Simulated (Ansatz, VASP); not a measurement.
# AlGa7O12 (amorphous (Al0.12Ga0.88)2O3) in two plane-wave programs

Aim: how closely do two programs agree when they are given the same cell, functional and k mesh? The structure shown is the start of the Ansatz relaxation below; VASP solves that cell, so the two are compared at the walk's first step.

Method: plane waves, with VASP 6.6.1 beside it; single point at PBE, in Ansatz 0.2.0.

## 1. Set-up

The cell holds 80 atoms: 4 Al, 28 Ga and 48 O. Cell: a = 10.001 Å, b = 10.001 Å, c = 10.001 Å, α = 90.0°, β = 90.0°, γ = 90.0°. 80 atoms (4 Al, 28 Ga, 48 O) packed at random and pushed apart as soft spheres at 4.69 g/cm^3; MD (Langevin at fixed volume unless said) with the MACE-MP-0b2 small potential (Batatia et al., arXiv:2401.00096), steps of 2 fs: 0.7 ps at 3000 K, 3000 to 1800 K in 0.7 ps, 1800 to 300 K in 2 ps; then atoms relaxed.

## 2. Ansatz: relaxation, PBE

Ansatz runs on its default PAW (the set named soft_2) files.

The two programs are compared at the cell with which this relaxation starts, whose forces are those of its first step.

Input file input.yaml:

```yaml
crystal:
  lattice:
    - [10.00107, 0.0, 0.0]
    - [0.0, 10.00107, 0.0]
    - [0.0, 0.0, 10.00107]
  atoms:
    - { symbol: Al, position: [0.54176, 0.35596, 0.35196] }
    - { symbol: Al, position: [0.87919, 0.27381, 0.76575] }
    - { symbol: Al, position: [0.88607, 0.01612, 0.03921] }
    - { symbol: Al, position: [0.11507, 0.39067, 0.39366] }
    - { symbol: Ga, position: [0.32776, 0.724, 0.04361] }
    - { symbol: Ga, position: [0.33103, 0.15156, 0.41803] }
    - { symbol: Ga, position: [0.46533, 0.72217, 0.74805] }
    - { symbol: Ga, position: [0.37286, 0.46915, 0.92591] }
    - { symbol: Ga, position: [0.55626, 0.36575, 0.74667] }
    - { symbol: Ga, position: [0.99567, 0.51324, 0.64287] }
    - { symbol: Ga, position: [0.73964, 0.87488, 0.41241] }
    - { symbol: Ga, position: [0.04206, 0.29017, 0.04142] }
    - { symbol: Ga, position: [0.97969, 0.03733, 0.29983] }
    - { symbol: Ga, position: [0.08988, 0.01825, 0.8379] }
    - { symbol: Ga, position: [0.14018, 0.70164, 0.30052] }
    - { symbol: Ga, position: [0.22072, 0.29975, 0.69031] }
    - { symbol: Ga, position: [0.6146, 0.14717, 0.59091] }
    - { symbol: Ga, position: [0.56506, 0.95577, 0.96424] }
    - { symbol: Ga, position: [0.37073, 0.62174, 0.44815] }
    - { symbol: Ga, position: [0.86688, 0.9668, 0.6392] }
    - { symbol: Ga, position: [0.72303, 0.64029, 0.61502] }
    - { symbol: Ga, position: [0.16793, 0.93973, 0.50583] }
    - { symbol: Ga, position: [0.44271, 0.16813, 0.14271] }
    - { symbol: Ga, position: [0.96496, 0.74681, 0.09148] }
    - { symbol: Ga, position: [0.90347, 0.72015, 0.82283] }
    - { symbol: Ga, position: [0.25766, 0.4293, 0.17607] }
    - { symbol: Ga, position: [0.19304, 0.76879, 0.7251] }
    - { symbol: Ga, position: [0.75646, 0.47906, 0.97971] }
    - { symbol: Ga, position: [0.37397, 0.03902, 0.76887] }
    - { symbol: Ga, position: [0.83356, 0.53882, 0.33444] }
    - { symbol: Ga, position: [0.46914, 0.87753, 0.25702] }
    - { symbol: Ga, position: [0.76755, 0.28651, 0.22391] }
    - { symbol: O, position: [0.15952, 0.74306, 0.11528] }
    - { symbol: O, position: [0.58952, 0.26956, 0.19234] }
    - { symbol: O, position: [0.8321, 0.53686, 0.72327] }
    - { symbol: O, position: [0.38157, 0.54654, 0.10201] }
    - { symbol: O, position: [0.1104, 0.77261, 0.46213] }
    - { symbol: O, position: [0.32796, 0.01748, 0.56164] }
    - { symbol: O, position: [0.43623, 0.09308, 0.97961] }
    - { symbol: O, position: [0.51437, 0.89409, 0.79129] }
    - { symbol: O, position: [0.36354, 0.40848, 0.7462] }
    - { symbol: O, position: [0.21913, 0.29699, 0.50291] }
    - { symbol: O, position: [0.72239, 0.29087, 0.67625] }
    - { symbol: O, position: [0.57066, 0.58387, 0.69301] }
    - { symbol: O, position: [0.03732, 0.34741, 0.71052] }
    - { symbol: O, position: [0.24903, 0.89979, 0.84763] }
    - { symbol: O, position: [0.89772, 0.96722, 0.44921] }
    - { symbol: O, position: [0.64567, 0.90643, 0.26817] }
    - { symbol: O, position: [0.50097, 0.17608, 0.73276] }
    - { symbol: O, position: [0.33487, 0.71502, 0.61063] }
    - { symbol: O, position: [0.68191, 0.98143, 0.56713] }
    - { symbol: O, position: [0.35849, 0.29824, 0.26248] }
    - { symbol: O, position: [0.06802, 0.64091, 0.75914] }
    - { symbol: O, position: [0.88372, 0.15492, 0.18837] }
    - { symbol: O, position: [0.3875, 0.04237, 0.26805] }
    - { symbol: O, position: [0.8002, 0.79782, 0.69446] }
    - { symbol: O, position: [0.75291, 0.68273, 0.43871] }
    - { symbol: O, position: [0.58063, 0.43072, 0.92125] }
    - { symbol: O, position: [0.47644, 0.82693, 0.07338] }
    - { symbol: O, position: [0.78979, 0.46013, 0.15946] }
    - { symbol: O, position: [0.73159, 0.37507, 0.38699] }
    - { symbol: O, position: [0.50835, 0.21873, 0.45994] }
    - { symbol: O, position: [0.72739, 0.02382, 0.97688] }
    - { symbol: O, position: [0.21912, 0.14758, 0.78456] }
    - { symbol: O, position: [0.91541, 0.10224, 0.75325] }
    - { symbol: O, position: [0.06641, 0.91498, 0.66785] }
    - { symbol: O, position: [0.03952, 0.10906, 0.99846] }
    - { symbol: O, position: [0.2205, 0.53113, 0.34872] }
    - { symbol: O, position: [0.97786, 0.476, 0.46397] }
    - { symbol: O, position: [0.50217, 0.50772, 0.42362] }
    - { symbol: O, position: [0.88257, 0.33846, 0.93524] }
    - { symbol: O, position: [0.20987, 0.37476, 0.99733] }
    - { symbol: O, position: [0.96652, 0.87024, 0.92658] }
    - { symbol: O, position: [0.35026, 0.75772, 0.32448] }
    - { symbol: O, position: [0.8352, 0.65116, 0.97988] }
    - { symbol: O, position: [0.96561, 0.64114, 0.24636] }
    - { symbol: O, position: [0.34108, 0.6528, 0.87095] }
    - { symbol: O, position: [0.14081, 0.07101, 0.37354] }
    - { symbol: O, position: [0.08122, 0.34695, 0.22381] }
    - { symbol: O, position: [0.92706, 0.90827, 0.1778] }
kpoints:
  mp_grid: { grid: [1, 1, 1] }
hamiltonian:
  xc: pbe
scf:
  occupations: { method: fermi_dirac, width: 0.025 }
output:
  forces: true
relax:
  f_tol: 0.04
  max_steps: 250
  cell: {}
```

On the command line:

```
ansatz run input.yaml --threads 4 --pin off --max-ram 8192MiB --backend cpu --events-out ev --progress --plain --runs-dir out
```

Numbers of over 12 decimals in the logs are rounded to 6 here.

Output:

```text
Engine: ansatz 0.2.0, aarch64-unknown-linux-gnu
Pseudopotentials: kind: paw
Pseudopotential: Al, paw, valence charge 3, recommended cutoff 420 eV (normal), Al.paw.azcp
Pseudopotential: Ga, paw, valence charge 13, recommended cutoff 420 eV (normal), Ga.paw.azcp
Pseudopotential: O, paw, valence charge 6, recommended cutoff 420 eV (normal), O.paw.azcp
Functional definition: PBE
  parameter kappa = 0.804
  parameter beta = 0.066725
  exchange = pbe_x(kappa = kappa, mu = beta*pi^2/3)
  correlation = pbe_c(beta = beta)
Crystal: 80 atoms, lattice volume = 1000.321 Å³
Basis set: ecut = 420 eV, 19549 PW (Γ), exchange–correlation on 144×144×144 points (8 copies of the dense FFT grid, shifted against one another)
Bands: 412, of which v1, the nominal top of the filled ones, is band 332 counted from 1 (331 counted from 0)
Symmetry: 1 space group operations
Space group: P1 (ITA 1), of the structure as read, at distance tolerance 1.0e-4 Å
k-points: 1
Non-local potential: Al, projectors of the file, l = 0: 2, l = 1: 2, l = 2: 1
Non-local potential: Ga, projectors of the file, l = 0: 2, l = 1: 2, l = 2: 3, l = 3: 1
Non-local potential: O, projectors of the file, l = 0: 2, l = 1: 2, l = 2: 1
PAW form: soft (Blöchl's): semilocal exchange-correlation on the pseudo side does not see the compensation charge
PAW one-centre angular grid: Al, 110 points (default); XC on 64 Gauss nodes
PAW one-centre angular grid: Ga, 590 points (default); XC on 64 Gauss nodes
PAW one-centre angular grid: O, 110 points (default); XC on 64 Gauss nodes
Initial density: superposition of atomic densities (neutral atoms: chi_scale 0, normalization atom), corrected by the library's trained network
Initial wavefunctions: pseudopotential atomic-orbital guess
Functional: x = pbe(κ = 0.804, μ = 0.219515), c = pbe(β = 0.066725)
SCF iter   1: F=—  HF=-135334.425803 eV  |F-HF|=—  |Δ(HF+E_count)|=         —  Δρ=2.57e-3  dr2=6.61e-2  ethr=1.77e-3  ⟨swp⟩=6.0  Hψ=1416  notcnv=0  defer=53
preconditioner: auto → Resta (q_TF=auto, 2.548 Å⁻¹)  ε∞=4.2  [insulator: Δε(μ)=1.704 eV  Ē_g=16.885 eV  σ=0.025 eV  W_gap=1.00  n_scr=256 (ndim 8)  ℏωp=30.3 eV  f_vac=0.133  D(μ)=0.00/eV (n_scr^D=0)  ε∞_Penn≈4.2]
SCF iter   2: F=—  HF=-135334.428277 eV  |F-HF|=—  |Δ(HF+E_count)|=   2.47e-3  Δρ=1.38e-3  dr2=1.56e-2  ethr=9.96e-6  ⟨swp⟩=2.0  Hψ=812  notcnv=0  defer=74
SCF iter   3: F=—  HF=-135334.431357 eV  |F-HF|=—  |Δ(HF+E_count)|=   3.08e-3  Δρ=5.91e-4  dr2=5.19e-3  ethr=2.34e-6  ⟨swp⟩=2.0  Hψ=639  notcnv=0  defer=74
SCF iter   4: F=—  HF=-135334.432210 eV  |F-HF|=—  |Δ(HF+E_count)|=   8.53e-4  Δρ=2.00e-4  dr2=4.83e-4  ethr=7.82e-7  ⟨swp⟩=2.0  Hψ=639  notcnv=0  defer=74
SCF iter   5: F=—  HF=-135334.432431 eV  |F-HF|=—  |Δ(HF+E_count)|=   2.21e-4  Δρ=1.49e-4  dr2=2.01e-4  ethr=7.27e-8  ⟨swp⟩=2.0  Hψ=668  notcnv=0  defer=74
SCF iter   6: F=—  HF=-135334.432485 eV  |F-HF|=—  |Δ(HF+E_count)|=   5.42e-5  Δρ=3.60e-5  dr2=1.34e-5  ethr=3.03e-8  ⟨swp⟩=2.0  Hψ=660  notcnv=0  defer=74
SCF iter   7: F=—  HF=-135334.433611 eV  |F-HF|=—  |Δ(HF+E_count)|=   1.13e-3  Δρ=2.82e-5  dr2=7.14e-6  ethr=2.03e-9  ⟨swp⟩=2.0  Hψ=670  notcnv=0  defer=74
SCF iter   8: F=—  HF=-135334.433612 eV  |F-HF|=—  |Δ(HF+E_count)|=   1.47e-6  Δρ=6.51e-6  dr2=4.83e-7  ethr=1.08e-9  ⟨swp⟩=2.0  Hψ=660  notcnv=0  defer=74
SCF iter   9: F=—  HF=-135334.433613 eV  |F-HF|=—  |Δ(HF+E_count)|=   5.95e-7  Δρ=4.49e-6  dr2=1.69e-7  ethr=1.51e-11  ⟨swp⟩=4.0  Hψ=1267  notcnv=0
SCF iter  10: F=-135334.433613 eV  HF=-135334.433613 eV  |F-HF|=6.58e-9  |Δ(HF+E_count)|=   8.32e-9  Δρ=1.68e-6  dr2=2.78e-8  ethr=1.51e-11  ⟨swp⟩=4.0  Hψ=1099  notcnv=0
SCF 1 converged in 10 iterations: F = -135334.433613 eV  dr2 = 2.78e-8
  greatest PAW one-centre occupation: 0.998 electrons in one spin orbital (limit 2), on the Ga atom at site 25 (counted from 0), in its partial waves of l = 2
relax step   1: F+E_penalty+E_count = -135334.43361293 eV  Δ(F+E_penalty+E_count) = +0.000e0 eV  max|allowed force component| = 2.348e-1 eV/Å  Δτ_max = 0.0000 Å  P = +3.711 GPa  Ω = 1000.321 Å³  (10 SCF iters, dr2 threshold 1.00e-7 eV, accepted)
Crystal: 80 atoms, lattice volume = 1026.791 Å³
Basis set: ecut = 420 eV, 20089 PW (Γ), exchange–correlation on 144×144×144 points (8 copies of the dense FFT grid, shifted against one another)
Initial density: handed on by an earlier stage of this run
Initial wavefunctions: those handed on with the density
iter 1 solved again at ethr=8.52e-5 eV; its pass at ethr=3.10e-3 eV (dr2=5.66e-1 eV) is discarded
SCF iter   1: F=—  HF=-135335.495287 eV  |F-HF|=—  |Δ(HF+E_count)|=         —  Δρ=1.27e-2  dr2=5.70e-1  ethr=8.52e-5  ⟨swp⟩=8.0  Hψ=2145  notcnv=0
preconditioner: auto → Resta (q_TF=auto, 2.537 Å⁻¹)  ε∞=4.2  [insulator: Δε(μ)=1.637 eV  Ē_g=16.742 eV  σ=0.025 eV  W_gap=1.00  n_scr=262 (ndim 8)  ℏωp=29.9 eV  f_vac=0.149  D(μ)=0.00/eV (n_scr^D=0)  ε∞_Penn≈4.2]
[...]
atom  51  O     -0.00197837     0.00192649     0.00019692
  atom  52  O      0.00088710    -0.00782260    -0.00324485
  atom  53  O     -0.00038777     0.00198242    -0.00144616
  atom  54  O      0.00035838    -0.00003805     0.00266278
  atom  55  O     -0.00256028     0.00294274    -0.00188932
  atom  56  O     -0.00228714     0.00282592    -0.00244758
  atom  57  O      0.00105662     0.00311076     0.00022907
  atom  58  O      0.00066181    -0.00312417     0.00177955
  atom  59  O      0.00012046     0.00228495    -0.00201332
  atom  60  O     -0.00273354     0.00360174    -0.00363372
  atom  61  O     -0.00109372    -0.00189411    -0.00013068
  atom  62  O     -0.00251218    -0.00297268    -0.00133154
  atom  63  O      0.00101227     0.00271896     0.00201153
  atom  64  O      0.00065627    -0.00073141     0.00148765
  atom  65  O     -0.00350285     0.00356700    -0.00110143
  atom  66  O     -0.00049578    -0.00010835     0.00030292
  atom  67  O     -0.00201083     0.00138170     0.00445711
  atom  68  O      0.00093907    -0.00025902    -0.00175714
  atom  69  O     -0.00243179    -0.00186477    -0.00263945
  atom  70  O      0.00442827    -0.00232880     0.00088688
  atom  71  O     -0.00172992    -0.00048972     0.00013887
  atom  72  O     -0.00013796    -0.00072133     0.00024548
  atom  73  O     -0.00057378     0.00103537     0.00313525
  atom  74  O      0.00038270     0.00349647    -0.00131096
  atom  75  O     -0.00014542    -0.00193543     0.00222961
  atom  76  O     -0.00244692     0.00182284    -0.00171574
  atom  77  O      0.00066362     0.00024552     0.00088586
  atom  78  O     -0.00335025    -0.00351495    -0.00159446
  atom  79  O      0.00108514    -0.00139189     0.00040431
  atom  80  O      0.00044372     0.00216420     0.00466248
  max |Σ_I F_I| component: 1.80e-5 eV/Å
--- Stress (GPa, compression-positive) ---
       -0.003020      -0.005643      -0.000386
       -0.005652       0.003471      -0.004874
       -0.000391      -0.004870       0.004316
  P = ⅓ Tr σ = 0.0016 GPa (0.016 kbar)
--- Relaxed structure (22 steps of the walk, 21 accepted, 3 SCFs on fresh bases) ---
  F+E_penalty+E_count = -135337.43887278 eV   max|allowed force component| = 8.489e-3 eV/Å   (the final SCF, on the basis selected at the relaxed cell)
  cell:  # Å, volume = 1070.0896 Å³
    - [10.179401, -0.267853, -0.209300]
    - [-0.267853, 10.134546, -0.288697]
    - [-0.209300, -0.288697, 10.392812]
  atoms:
    - { symbol: Al, position: [0.572239, 0.361351, 0.376518] }
    - { symbol: Al, position: [0.869996, 0.264251, 0.788390] }
    - { symbol: Al, position: [0.882410, -0.00475177, -0.023026] }
    - { symbol: Al, position: [0.125701, 0.396834, 0.396591] }
    - { symbol: Ga, position: [0.324283, 0.711497, 0.052685] }
    - { symbol: Ga, position: [0.323480, 0.157012, 0.409218] }
    - { symbol: Ga, position: [0.446134, 0.710992, 0.756389] }
    - { symbol: Ga, position: [0.327322, 0.466385, 0.925368] }
    - { symbol: Ga, position: [0.553419, 0.323695, 0.795203] }
    - { symbol: Ga, position: [0.979040, 0.487193, 0.640361] }
    - { symbol: Ga, position: [0.759355, 0.871279, 0.414636] }
    - { symbol: Ga, position: [0.031561, 0.276586, 0.054936] }
    - { symbol: Ga, position: [0.975301, 0.044974, 0.256402] }
    - { symbol: Ga, position: [0.099594, 0.013047, 0.822597] }
    - { symbol: Ga, position: [0.163025, 0.710825, 0.317378] }
    - { symbol: Ga, position: [0.210355, 0.281928, 0.687426] }
    - { symbol: Ga, position: [0.620280, 0.154226, 0.589794] }
    - { symbol: Ga, position: [0.546521, 0.958530, 0.961585] }
    - { symbol: Ga, position: [0.393259, 0.617986, 0.440433] }
    - { symbol: Ga, position: [0.834223, 0.970241, 0.684585] }
    - { symbol: Ga, position: [0.708851, 0.639933, 0.618873] }
    - { symbol: Ga, position: [0.099809, 0.985963, 0.494572] }
    - { symbol: Ga, position: [0.452903, 0.168257, 0.160317] }
    - { symbol: Ga, position: [0.976097, 0.740422, 0.110009] }
    - { symbol: Ga, position: [0.916361, 0.709169, 0.809671] }
    - { symbol: Ga, position: [0.262542, 0.419541, 0.180903] }
    - { symbol: Ga, position: [0.180512, 0.754019, 0.639850] }
    - { symbol: Ga, position: [0.781040, 0.481342, 0.994799] }
    - { symbol: Ga, position: [0.359844, 0.023966, 0.721729] }
    - { symbol: Ga, position: [0.851807, 0.554085, 0.351058] }
    - { symbol: Ga, position: [0.471460, 0.879976, 0.261202] }
    - { symbol: Ga, position: [0.778866, 0.301412, 0.230576] }
    - { symbol: O, position: [0.164989, 0.735073, 0.131693] }
    - { symbol: O, position: [0.600298, 0.271307, 0.223423] }
    - { symbol: O, position: [0.829457, 0.541884, 0.714374] }
    - { symbol: O, position: [0.375827, 0.539414, 0.098876] }
    - { symbol: O, position: [0.122800, 0.800406, 0.476743] }
    - { symbol: O, position: [0.289809, 0.041850, 0.546656] }
    - { symbol: O, position: [0.464161, 0.115344, 0.994353] }
    - { symbol: O, position: [0.483410, 0.892529, 0.792054] }
    - { symbol: O, position: [0.367942, 0.380803, 0.772445] }
    - { symbol: O, position: [0.217364, 0.307457, 0.509921] }
    - { symbol: O, position: [0.718780, 0.288948, 0.696021] }
    - { symbol: O, position: [0.567089, 0.596954, 0.707731] }
    - { symbol: O, position: [0.022247, 0.326091, 0.708452] }
    - { symbol: O, position: [0.225237, 0.889835, 0.761604] }
    - { symbol: O, position: [0.916142, 0.966429, 0.402184] }
    - { symbol: O, position: [0.643935, 0.863418, 0.283552] }
    - { symbol: O, position: [0.507185, 0.148701, 0.727625] }
    - { symbol: O, position: [0.337950, 0.679032, 0.602021] }
    - { symbol: O, position: [0.704499, 0.998217, 0.555409] }
    - { symbol: O, position: [0.355845, 0.291643, 0.264010] }
    - { symbol: O, position: [0.067450, 0.640632, 0.720866] }
    - { symbol: O, position: [0.889354, 0.178079, 0.170698] }
    - { symbol: O, position: [0.405982, 0.045519, 0.281260] }
    - { symbol: O, position: [0.790891, 0.795381, 0.707497] }
[...]
- { symbol: O, position: [0.979205, 0.877065, 0.880139] }
    - { symbol: O, position: [0.357379, 0.758498, 0.334988] }
    - { symbol: O, position: [0.882590, 0.642460, 0.974724] }
    - { symbol: O, position: [0.976208, 0.670910, 0.273507] }
    - { symbol: O, position: [0.327700, 0.646151, 0.879383] }
    - { symbol: O, position: [0.134879, 0.086071, 0.348661] }
    - { symbol: O, position: [0.089716, 0.352321, 0.229493] }
    - { symbol: O, position: [0.941061, 0.915889, 0.126666] }
```

[end of part 1 of 2]

[Lines on the potential files, build, host, timing and source positions are cut from VASP's logs without a mark.]

[Logs are printed without paths, hosts, clocks, repeated set-up lines and the standing remarks that a program may print on its own settings, such as how far it seeks lower states.]

[Hosts, paths, dates, database ids (printed as entryN), source tags and the programs' standing remarks are cut or masked in the printed files.]
